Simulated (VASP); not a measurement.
An input for Quantum ESPRESSO's pw.x (written as the equivalent of a VASP run, and not itself run):

```
&CONTROL
  calculation = 'vc-relax'
  pseudo_dir = './pseudo'
  outdir = './out'
  tprnfor = .true.
  tstress = .true.
  nstep = 40
  forc_conv_thr = 0.00078
/
&SYSTEM
  ibrav = 0
  nat = 1
  ntyp = 1
  ecutwfc = 48
  occupations = 'smearing'
  smearing = 'methfessel-paxton'
  degauss = 0.00735
  input_dft = 'pz'
/
&ELECTRONS
  conv_thr = 7.3e-08
  electron_maxstep = 100
/
&IONS
/
&CELL
  press = 450
/
ATOMIC_SPECIES
  Cs 132.905 Cs.upf
CELL_PARAMETERS angstrom
    -1.7856046    1.7856046    1.7856046
     1.7856046   -1.7856046    1.7856046
     1.7856046    1.7856046   -1.7856046
ATOMIC_POSITIONS crystal
  Cs   0.0000000  0.0000000  0.0000000
K_POINTS automatic
  14 14 14 0 0 0
```

### Question
Translate this input to VASP (INCAR, KPOINTS, POSCAR, choice of POTCAR).

### Answer
This is not unique; one that fits is 
POSCAR:
```
Cs
1
   -1.7856046361     1.7856046361     1.7856046361
    1.7856046361    -1.7856046361     1.7856046361
    1.7856046361     1.7856046361    -1.7856046361
Cs
1
Direct
  0.0000000000   0.0000000000   0.0000000000
```

**KPOINTS**
```
Regular mesh
0
Gamma
  14 14 14
0 0 0
```

**INCAR**
```
LWAVE = .FALSE.
EDIFFG = -0.02
NSW = 40   ! most ionic steps
NELM = 100   ! most electronic steps
ENCUT = 500   ! plane-wave cut-off (eV)
ISMEAR = 1   ! Methfessel-Paxton
LREAL = .FALSE.   ! projection in real space or not
IBRION = 2
SYSTEM = Cs
SIGMA = 0.1
ISIF = 3   ! ions, shape and volume
LASPH = .TRUE.   ! aspherical one-centre terms
EDIFF = 1E-6
PSTRESS = 450
LMAXMIX = 4
ALGO = Normal   ! blocked Davidson
PREC = Accurate
LCHARG = .FALSE.
```

POTCAR, in this order: Cs_sv (LDA.64 set). Program: vasp_std.

Limits of the translation: the potentials are each code's own (VASP's PAW set, PseudoDojo norm-conserving files in pw.x), so ENCUT and ecutwfc are chosen apart and not converted; conv_thr bounds pw.x's estimated SCF error, while EDIFF bounds the energy change between steps; forc_conv_thr acts on force components and is met together with etot_conv_thr.

The compound is Cs in the bcc structure. It was relaxed first under an external pressure of 45 GPa.
